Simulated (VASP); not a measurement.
Energy against volume of SrCl2 (fluorite). All values below come from optB86b-vdW, VASP's PBE PAW potentials (set 64) (plane waves; VASP). Run with 520 eV cut-off, 6×6×6 Γ-centred mesh, Gaussian smearing of 0.050 eV, potentials Sr_sv Cl.

```csv
V (Å³/atom),E (eV/atom)
27.164,-2.48122
28.004,-2.48489
28.844,-2.48253
29.684,-2.47501
```

Fit these four points and predict the energy of the run at 26.324 Å³/atom.

A cubic in V^(−2/3), the third-order Birch-Murnaghan form, passes through the four points with V0 = 28.07 Å³/atom and B0 = 38 GPa, and gives -2.4705 eV/atom there. The run gave -2.4704 eV/atom, +0.1 meV/atom from the fit; all five points give B0 = 38 GPa.

The compound is SrCl2 in the fluorite structure. It was relaxed first.
